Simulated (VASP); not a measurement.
# MnB: structure and properties in VASP, part 3 of 10

What structure does MnB take at this level, and what are its properties? The start is a cell from a database of measured crystal structures.

VASP 6.6.1; PBEsol, DFT+U (Mn d 3 eV), spin-polarised from a ferromagnetic start; plane waves and PAW (Mn_pv, B).

Still holding for the runs below: The magnetic state follows from one typed start and may not be the lowest. A U on the itinerant d states of such a compound is hard to justify; it moves the bands at the Fermi level and favours large moments.

So far, moment of the cell, from the last line of the log (μB): step 2 (relaxing cell and atoms (PBEsol + U)) 11.8.

## 3. Second relaxation

The basis stayed that of the start cell while the cell moved. A rerun from the cell reached resets it; the error of the finite cutoff stays. The mesh changes with the cell too.

The input, INCAR:

```
SYSTEM = MnB
PREC = Accurate
ENCUT = 420
EDIFF = 1E-06
NELM = 100
ISMEAR = 0
SIGMA = 0.05
LREAL = .FALSE.
ALGO = Normal
GGA = PS
NBANDS = 54
ISPIN = 2
MAGMOM = 4 4 4 4 0 0 0 0
LDAU = .TRUE.
LDAUTYPE = 2
LDAUL = 2 -1
LDAUU = 3 0
LDAUJ = 0 0
LDAUPRINT = 1
LASPH = .TRUE.
LMAXMIX = 4
LORBIT = 11
LWAVE = .FALSE.
LCHARG = .FALSE.
KPAR = 4
IBRION = 2
NSW = 60
ISIF = 3
EDIFFG = -0.01
```

The input, POSCAR:

```
MnB
1.0
    5.7865915244      0.0000000000      0.0000000000
    0.0000000000      2.9384762681      0.0000000000
    0.0000000000      0.0000000000      4.2389611964
Mn B
4 4
Direct
    0.1782373661      0.2500000000      0.1201580077
    0.3217626339      0.7500000000      0.6201580077
    0.6782373661      0.2500000000      0.3798419923
    0.8217626339      0.7500000000      0.8798419923
    0.0329933979      0.2500000000      0.6093289858
    0.4670066021      0.7500000000      0.1093289858
    0.5329933979      0.2500000000      0.8906710142
    0.9670066021      0.7500000000      0.3906710142
```

The input, KPOINTS:

```
Automatic mesh
0
Gamma
4 8 5
0 0 0
```

The projector-augmented-wave data sets are Mn_pv and B (PBE family, release 64).

Command:

```
mpirun -np 4 vasp_std
```

Log:

```text
[banner, memory and clock lines left out]
running    4 mpi-ranks, on    1 nodes
 distrk:  each k-point on    1 cores,    4 groups
 distr:  one band on    1 cores,    1 groups

 POSCAR found type information on POSCAR MnB
 POSCAR found :  2 types and       8 ions
 [... a notice as in an earlier step ...]

 LDA part: xc-table for (Slater+PW92), standard interpolation
 POSCAR, INCAR and KPOINTS ok, starting setup
 FFT: planning ... GRIDC
 FFT: planning ... GRID_SOFT
 FFT: planning ... GRID
 WAVECAR not read
 entering main loop
       N       E                     dE             d eps       ncg     rms          rms(c)
DAV:   1     0.708017720620E+03    0.70802E+03   -0.29155E+04  9816   0.132E+03
DAV:   2    -0.162849506137E+02   -0.72430E+03   -0.67668E+03  9720   0.417E+02
DAV:   3    -0.701239338816E+02   -0.53839E+02   -0.51868E+02 10500   0.126E+02
DAV:   4    -0.711801162821E+02   -0.10562E+01   -0.10503E+01 11008   0.176E+01
DAV:   5    -0.711910238903E+02   -0.10908E-01   -0.10906E-01 10572   0.189E+00    0.417E+01
DAV:   6    -0.631426223196E+02    0.80484E+01   -0.57854E+01 11360   0.722E+01    0.300E+01
DAV:   7    -0.594282395764E+02    0.37144E+01   -0.20433E+01 10790   0.394E+01    0.116E+01
DAV:   8    -0.596147856314E+02   -0.18655E+00   -0.89832E-01 10648   0.405E+00    0.597E+00
DAV:   9    -0.596195327057E+02   -0.47471E-02   -0.19334E-01 11414   0.324E+00    0.276E+00
DAV:  10    -0.596464929038E+02   -0.26960E-01   -0.10810E-01 10576   0.212E+00    0.136E+00
DAV:  11    -0.596575131111E+02   -0.11020E-01   -0.98682E-03 10772   0.911E-01    0.276E-01
DAV:  12    -0.596580901390E+02   -0.57703E-03   -0.19313E-03 10380   0.256E-01    0.113E-01
DAV:  13    -0.596581096557E+02   -0.19517E-04   -0.82947E-05 11074   0.511E-02    0.619E-02
DAV:  14    -0.596581115159E+02   -0.18602E-05   -0.11974E-05 10854   0.241E-02    0.252E-02
DAV:  15    -0.596581149071E+02   -0.33912E-05   -0.37132E-06  9732   0.147E-02    0.517E-03
DAV:  16    -0.596581151049E+02   -0.19778E-06   -0.58355E-07  5362   0.429E-03
   1 F= -.59658115E+02 E0= -.59656713E+02  d E =-.596581E+02  mag=    11.6466
 curvature:   0.00 expect dE= 0.000E+00 dE for cont linesearch  0.000E+00
 trial: gam= 0.00000 g(F)=  0.194E-03 g(S)=  0.127E-02 ort = 0.000E+00 (trialstep = 0.100E+01)
 search vector abs. value=  0.146E-02
 bond charge predicted
       N       E                     dE             d eps       ncg     rms          rms(c)
DAV:   1    -0.596833071813E+02   -0.25192E-01   -0.29465E-01 10290   0.564E+00    0.155E+00
DAV:   2    -0.596648642465E+02    0.18443E-01   -0.95836E-02 10928   0.326E+00    0.137E+00
DAV:   3    -0.596592796905E+02    0.55846E-02   -0.96360E-03 10834   0.105E+00    0.277E-01
DAV:   4    -0.596588653898E+02    0.41430E-03   -0.12389E-03 11820   0.188E-01    0.140E-01
DAV:   5    -0.596586570102E+02    0.20838E-03   -0.49275E-04 11188   0.149E-01    0.344E-02
DAV:   6    -0.596586478028E+02    0.92074E-05   -0.40343E-05 10322   0.410E-02    0.201E-02
DAV:   7    -0.596586473832E+02    0.41953E-06   -0.38095E-06 10044   0.108E-02
   2 F= -.59658647E+02 E0= -.59657276E+02  d E =-.532278E-03  mag=    11.6105
[...]
3 F= -.59658693E+02 E0= -.59657322E+02  d E =-.578292E-03  mag=    11.6175
 curvature:  -0.39 expect dE=-0.826E-04 dE for cont linesearch -0.767E-07
 trial: gam= 0.15436 g(F)=  0.985E-04 g(S)=  0.111E-03 ort =-0.169E-04 (trialstep = 0.957E+00)
 search vector abs. value=  0.239E-03
 bond charge predicted
       N       E                     dE             d eps       ncg     rms          rms(c)
DAV:   1    -0.596584748780E+02    0.21869E-03   -0.21450E-02 13802   0.242E+00    0.155E-01
DAV:   2    -0.596588691117E+02   -0.39423E-03   -0.55637E-03 10284   0.490E-01    0.900E-02
DAV:   3    -0.596588311356E+02    0.37976E-04   -0.17119E-04 10608   0.104E-01    0.493E-02
DAV:   4    -0.596588001867E+02    0.30949E-04   -0.37075E-05 12842   0.453E-02    0.265E-02
DAV:   5    -0.596588001255E+02    0.61184E-07   -0.95756E-06 10516   0.172E-02
   4 F= -.59658800E+02 E0= -.59657441E+02  d E =-.106729E-03  mag=    11.6147
 trial-energy change:   -0.000107  1 .order   -0.000104   -0.000198   -0.000010
 step:   1.0089(harm=  1.0089)  dis= 0.00089  next Energy=   -59.658798 (dE=-0.104E-03)
 reached required accuracy - stopping structural energy minimisation
```

Wall time 58 s (4 MPI ranks of Intel Xeon 6975P-C (Granite Rapids), shared host); peak memory 1.2 GiB; 3.8 min of CPU time.

OUTCAR, selected parts (step 3):

```text
  LATTYP: Found a simple orthorhombic cell.
 ALAT       =     2.9384762681
 B/A-ratio  =     1.4425711864
 C/A-ratio  =     1.9692490245

 Found     45 irreducible k-points:

   k-points           NKPTS =     45   k-points in BZ     NKDIM =     45   number of bands    NBANDS=     54

   ENCUT  =  420.0 eV  30.87 Ry    5.56 a.u.   9.67  4.91  7.08*2*pi/ulx,y,z

   NELECT =      64.0000    total number of electrons

atom =   1  type =  1  l = 2

 onsite density matrix

spin component  1

  0.7647  0.0349  0.0000  0.0000 -0.0000
  0.0349  0.8558 -0.0000 -0.0000 -0.0000
  0.0000 -0.0000  0.8230 -0.0058 -0.0011
  0.0000 -0.0000 -0.0058  0.8137  0.0092
 -0.0000 -0.0000 -0.0011  0.0092  0.8928

spin component  2

  0.2350 -0.0186 -0.0000 -0.0000  0.0000
 -0.0186  0.2097  0.0000  0.0000  0.0000
 -0.0000  0.0000  0.2018 -0.0015 -0.0054
 -0.0000  0.0000 -0.0015  0.2051 -0.0035
  0.0000  0.0000 -0.0054 -0.0035  0.1605

 occupancies and eigenvectors

  o =  0.1596  v =  0.0000  0.0000  0.0000  0.0000  0.0000  0.0000 -0.0000 -0.1291 -0.0800 -0.9884      0.0000  0.0000  0.0000  0.0000  0.0000  0.0000  0.0000  0.0000  0.0000  0.0000
  o =  0.1998  v =  0.0000  0.0000  0.0000  0.0000  0.0000  0.4672  0.8841  0.0000  0.0000 -0.0000      0.0000  0.0000  0.0000  0.0000  0.0000  0.0000  0.0000  0.0000  0.0000  0.0000
  o =  0.2022  v =  0.0000  0.0000  0.0000  0.0000  0.0000  0.0000 -0.0000  0.9390  0.3105 -0.1478      0.0000  0.0000  0.0000  0.0000  0.0000  0.0000  0.0000  0.0000  0.0000  0.0000
  o =  0.2058  v =  0.0000  0.0000  0.0000  0.0000  0.0000  0.0000  0.0000 -0.3187  0.9472 -0.0350      0.0000  0.0000  0.0000  0.0000  0.0000  0.0000  0.0000  0.0000  0.0000  0.0000
  o =  0.2449  v =  0.0000  0.0000  0.0000  0.0000  0.0000 -0.8841  0.4672  0.0000  0.0000 -0.0000      0.0000  0.0000  0.0000  0.0000  0.0000  0.0000  0.0000  0.0000  0.0000  0.0000
  o =  0.7528  v = -0.9471  0.3210  0.0000  0.0000 -0.0000  0.0000  0.0000  0.0000  0.0000  0.0000      0.0000  0.0000  0.0000  0.0000  0.0000  0.0000  0.0000  0.0000  0.0000  0.0000
  o =  0.8102  v =  0.0000 -0.0000  0.4020  0.9106 -0.0963  0.0000  0.0000  0.0000  0.0000  0.0000      0.0000  0.0000  0.0000  0.0000  0.0000  0.0000  0.0000  0.0000  0.0000  0.0000
  o =  0.8254  v =  0.0000 -0.0000 -0.9153  0.3968 -0.0692  0.0000  0.0000  0.0000  0.0000  0.0000      0.0000  0.0000  0.0000  0.0000  0.0000  0.0000  0.0000  0.0000  0.0000  0.0000
  o =  0.8676  v = -0.3210 -0.9471 -0.0000 -0.0000  0.0000  0.0000  0.0000  0.0000  0.0000  0.0000      0.0000  0.0000  0.0000  0.0000  0.0000  0.0000  0.0000  0.0000  0.0000  0.0000
  o =  0.8939  v =  0.0000  0.0000 -0.0248  0.1160  0.9929  0.0000  0.0000  0.0000  0.0000  0.0000      0.0000  0.0000  0.0000  0.0000  0.0000  0.0000  0.0000  0.0000  0.0000  0.0000

atom =   2  type =  1  l = 2

 onsite density matrix

spin component  1

  0.7647 -0.0349 -0.0000  0.0000 -0.0000
 -0.0349  0.8558  0.0000  0.0000  0.0000
 -0.0000  0.0000  0.8230  0.0058 -0.0011
  0.0000  0.0000  0.0058  0.8137 -0.0092
 -0.0000  0.0000 -0.0011 -0.0092  0.8928

spin component  2

  0.2350  0.0186  0.0000 -0.0000 -0.0000
  0.0186  0.2097 -0.0000  0.0000 -0.0000
  0.0000 -0.0000  0.2018  0.0015 -0.0054
 -0.0000  0.0000  0.0015  0.2051  0.0035
 -0.0000 -0.0000 -0.0054  0.0035  0.1605

 occupancies and eigenvectors

  o =  0.1596  v =  0.0000  0.0000  0.0000  0.0000  0.0000  0.0000 -0.0000  0.1291 -0.0800  0.9884      0.0000  0.0000  0.0000  0.0000  0.0000  0.0000  0.0000  0.0000  0.0000  0.0000
  o =  0.1998  v =  0.0000  0.0000  0.0000  0.0000  0.0000 -0.4672  0.8841  0.0000 -0.0000 -0.0000      0.0000  0.0000  0.0000  0.0000  0.0000  0.0000  0.0000  0.0000  0.0000  0.0000
  o =  0.2022  v =  0.0000  0.0000  0.0000  0.0000  0.0000  0.0000 -0.0000  0.9390 -0.3105 -0.1478      0.0000  0.0000  0.0000  0.0000  0.0000  0.0000  0.0000  0.0000  0.0000  0.0000
  o =  0.2058  v =  0.0000  0.0000  0.0000  0.0000  0.0000  0.0000  0.0000  0.3187  0.9472  0.0350      0.0000  0.0000  0.0000  0.0000  0.0000  0.0000  0.0000  0.0000  0.0000  0.0000
  o =  0.2449  v =  0.0000  0.0000  0.0000  0.0000  0.0000 -0.8841 -0.4672 -0.0000  0.0000  0.0000      0.0000  0.0000  0.0000  0.0000  0.0000  0.0000  0.0000  0.0000  0.0000  0.0000
  o =  0.7528  v = -0.9471 -0.3210 -0.0000  0.0000 -0.0000  0.0000  0.0000  0.0000  0.0000  0.0000      0.0000  0.0000  0.0000  0.0000  0.0000  0.0000  0.0000  0.0000  0.0000  0.0000
  o =  0.8102  v =  0.0000  0.0000 -0.4020  0.9106  0.0963  0.0000  0.0000  0.0000  0.0000  0.0000      0.0000  0.0000  0.0000  0.0000  0.0000  0.0000  0.0000  0.0000  0.0000  0.0000
  o =  0.8254  v =  0.0000 -0.0000  0.9153  0.3968  0.0692  0.0000  0.0000  0.0000  0.0000  0.0000      0.0000  0.0000  0.0000  0.0000  0.0000  0.0000  0.0000  0.0000  0.0000  0.0000
  o =  0.8676  v =  0.3210 -0.9471 -0.0000  0.0000 -0.0000  0.0000  0.0000  0.0000  0.0000  0.0000      0.0000  0.0000  0.0000  0.0000  0.0000  0.0000  0.0000  0.0000  0.0000  0.0000
  o =  0.8939  v =  0.0000 -0.0000 -0.0248 -0.1160  0.9929  0.0000  0.0000  0.0000  0.0000  0.0000      0.0000  0.0000  0.0000  0.0000  0.0000  0.0000  0.0000  0.0000  0.0000  0.0000

atom =   3  type =  1  l = 2

 onsite density matrix

spin component  1

  0.7647 -0.0349 -0.0000  0.0000  0.0000
 -0.0349  0.8558  0.0000 -0.0000  0.0000
 -0.0000  0.0000  0.8230  0.0058 -0.0011
[...]
o =  0.2022  v =  0.0000  0.0000  0.0000  0.0000  0.0000  0.0000  0.0000 -0.9390 -0.3105  0.1478      0.0000  0.0000  0.0000  0.0000  0.0000  0.0000  0.0000  0.0000  0.0000  0.0000
  o =  0.2058  v =  0.0000  0.0000  0.0000  0.0000  0.0000  0.0000  0.0000 -0.3187  0.9472 -0.0350      0.0000  0.0000  0.0000  0.0000  0.0000  0.0000  0.0000  0.0000  0.0000  0.0000
  o =  0.2449  v =  0.0000  0.0000  0.0000  0.0000  0.0000 -0.8841  0.4672  0.0000 -0.0000 -0.0000      0.0000  0.0000  0.0000  0.0000  0.0000  0.0000  0.0000  0.0000  0.0000  0.0000
  o =  0.7528  v = -0.9471  0.3210  0.0000 -0.0000 -0.0000  0.0000  0.0000  0.0000  0.0000  0.0000      0.0000  0.0000  0.0000  0.0000  0.0000  0.0000  0.0000  0.0000  0.0000  0.0000
  o =  0.8102  v =  0.0000 -0.0000 -0.4020 -0.9106  0.0963  0.0000  0.0000  0.0000  0.0000  0.0000      0.0000  0.0000  0.0000  0.0000  0.0000  0.0000  0.0000  0.0000  0.0000  0.0000
  o =  0.8254  v =  0.0000  0.0000 -0.9153  0.3968 -0.0692  0.0000  0.0000  0.0000  0.0000  0.0000      0.0000  0.0000  0.0000  0.0000  0.0000  0.0000  0.0000  0.0000  0.0000  0.0000
  o =  0.8676  v = -0.3210 -0.9471 -0.0000  0.0000  0.0000  0.0000  0.0000  0.0000  0.0000  0.0000      0.0000  0.0000  0.0000  0.0000  0.0000  0.0000  0.0000  0.0000  0.0000  0.0000
  o =  0.8939  v =  0.0000  0.0000 -0.0248  0.1160  0.9929  0.0000  0.0000  0.0000  0.0000  0.0000      0.0000  0.0000  0.0000  0.0000  0.0000  0.0000  0.0000  0.0000  0.0000  0.0000

 E-fermi :   9.2280

 spin component 1
 k-point     1 :       0.0000    0.0000    0.0000
  band No.  band energies     occupation
    ...
     34       7.1896      1.00000
     35       7.2260      1.00000
     36       7.5539      1.00000
     37       8.0081      1.00000
     38       8.2880      1.00000
     39      10.6505      0.00000
     40      11.0524      0.00000
     41      11.4629      0.00000
     42      11.4631      0.00000
     43      13.4388      0.00000
    ...

 k-point     2 :       0.2500    0.0000    0.0000
  band No.  band energies     occupation
    ...
     34       7.2470      1.00000
     35       7.4024      1.00000
     36       7.4580      1.00000
     37       7.9023      1.00000
     38       9.0750      0.99999
     39      10.7092      0.00000
     40      11.0046      0.00000
     41      11.0617      0.00000
     42      11.1259      0.00000
     43      13.8506      0.00000
    ...

 k-point     3 :       0.5000    0.0000    0.0000
  band No.  band energies     occupation
    ...
     32       6.7431      1.00000
     33       6.9082      1.00000
     34       6.9082      1.00000
     35       7.3266      1.00000
     36       7.3266      1.00000
     37       9.3160      0.00637
     38       9.3160      0.00637
     39      10.2369      0.00000
     40      10.2369      0.00000
     41      10.9982      0.00000
    ...

 k-point     4 :       0.0000    0.1250    0.0000
  band No.  band energies     occupation
    ...
     34       7.1953      1.00000
     35       7.3919      1.00000
     36       7.4034      1.00000
     37       8.3929      1.00000
     38       8.5623      1.00000
     39      10.6178      0.00000
     40      10.6872      0.00000
     41      11.4886      0.00000
     42      11.5417      0.00000
     43      13.4115      0.00000
    ...

  Total       -0.0136213     -0.0087829     -0.0113540      0.0000000      0.0000000      0.0000000
  in kB       -0.3038263     -0.1959046     -0.2532539      0.0000000      0.0000000      0.0000000
  external PRESSURE =      -0.2509949 kB  Pullay stress =       0.0000000 kB

  energy-cutoff  :      420.00
  volume of cell :       71.83
      direct lattice vectors                 reciprocal lattice vectors
     5.773875256  0.000000000  0.000000000     0.173193905  0.000000000  0.000000000
     0.000000000  2.937689147  0.000000000     0.000000000  0.340403613  0.000000000
     0.000000000 -0.000000000  4.234767224     0.000000000 -0.000000000  0.236140488

 POSITION                                       TOTAL-FORCE (eV/Angst)
 -----------------------------------------------------------------------------------
      1.02752      0.73442      0.50899        -0.000151     -0.000000      0.002938
      1.85942      2.20327      2.62638         0.000151     -0.000000      0.002938
      3.91446      0.73442      1.60839        -0.000151      0.000000     -0.002938
      4.74635      2.20327      3.72577         0.000151      0.000000     -0.002938
      0.18886      0.73442      2.58094        -0.003220      0.000000     -0.000381
      2.69808      2.20327      0.46356         0.003220      0.000000     -0.000381
      3.07580      0.73442      3.77121        -0.003220     -0.000000      0.000381
      5.58502      2.20327      1.65382         0.003220     -0.000000      0.000381
 -----------------------------------------------------------------------------------
    total drift:                                0.000000     -0.000000     -0.000000

  FREE ENERGIE OF THE ION-ELECTRON SYSTEM (eV)
  ---------------------------------------------------
  free  energy   TOTEN  =       -59.6588001255 eV

  energy  without entropy=      -59.6560821504  energy(sigma->0) =      -59.65744114

 total charge
# of ion       s       p       d       tot
------------------------------------------
    1        0.320   6.380   5.130  11.830
    2        0.320   6.380   5.130  11.830
    3        0.320   6.380   5.130  11.830
    4        0.320   6.380   5.130  11.830
    5        0.681   1.236   0.000   1.917
    6        0.681   1.236   0.000   1.917
    7        0.681   1.236   0.000   1.917
    8        0.681   1.236   0.000   1.917
--------------------------------------------------
tot          4.003  30.466  20.520  54.989

 magnetization (x)
# of ion       s       p       d       tot
------------------------------------------
    1        0.005   0.000   3.133   3.138
    2        0.005   0.000   3.133   3.138
    3        0.005   0.000   3.133   3.138
    4        0.005   0.000   3.133   3.138
    5       -0.038  -0.151   0.000  -0.189
    6       -0.038  -0.151   0.000  -0.189
    7       -0.038  -0.151   0.000  -0.189
    8       -0.038  -0.151   0.000  -0.189
--------------------------------------------------
tot         -0.135  -0.602  12.533  11.796

[... 4 parts as in an earlier step ...]

[... 11 further parts left out ...]
```

The k-mesh is coarse for a metal.

Step by step:

| step | energy less that of the first step (eV) | largest force (eV/Å) | pressure (GPa) | volume (Å³) |
| --- | --- | --- | --- | --- |
| 1 | 0.0000 | 0.0244 | -0.56 | 72.08 |
| 2 | -0.0005 | 0.0172 | 0.27 | 71.75 |
| 3 | -0.0006 | 0.0168 | 0.11 | 71.82 |
| 4 | -0.0007 | 0.0032 | -0.03 | 71.83 |

| conventional cell, symmetrised | before | after | change |
| --- | --- | --- | --- |
| a (Å) | 5.787 | 5.774 | -0.2 % |
| b (Å) | 2.938 | 2.938 | -0.0 % |
| c (Å) | 4.239 | 4.235 | -0.1 % |
| volume (Å³/atom) | 9.01 | 8.98 | -0.3 % |

Final coordinates:

```xyz
8
Lattice="5.7739 0.0000 0.0000 0.0000 2.9377 0.0000 0.0000 0.0000 4.2348" Properties=species:S:1:pos:R:3 pbc="T T T"
Mn    1.0275    0.7344    0.5090
Mn    1.8594    2.2033    2.6264
Mn    3.9145    0.7344    1.6084
Mn    4.7464    2.2033    3.7258
B     0.1889    0.7344    2.5809
B     2.6981    2.2033    0.4636
B     3.0758    0.7344    3.7712
B     5.5850    2.2033    1.6538
```

This step gave:

```yaml
irreducible_k_points: 45
free_energy_toten: -59.6588 eV
energy_at_zero_smearing: -59.6574 eV
fermi_energy: 9.228 eV
pressure: -0.02510 GPa
moment_of_the_cell_from_the_last_line_of_the_log: 11.61 μB
scf_cycles_over_all_ionic_steps: 34
```

Spin moment in the PAW sphere by atom:

```
atom  spin moment in the PAW sphere (μB)
 Mn1                                3.14
 Mn2                                3.14
 Mn3                                3.14
 Mn4                                3.14
  B5                               -0.19
  B6                               -0.19
  B7                               -0.19
  B8                               -0.19
```

It ends with a largest force of 0.003 eV/Å and a pressure of -0.03 GPa.

(Part 3 of 10 ends here.)

[Lines on the potential files, build, host, timing and source positions are cut from VASP's logs without a mark.]

[Logs are printed without paths, hosts, clocks, repeated set-up lines and the standing remarks that a program may print on its own settings, such as how far it seeks lower states.]

[Hosts, paths, dates, database ids (printed as entryN), source tags and the programs' standing remarks are cut or masked in the printed files.]

[A measured line is paired with the nearest computed mode of its activity, which favours agreement.]
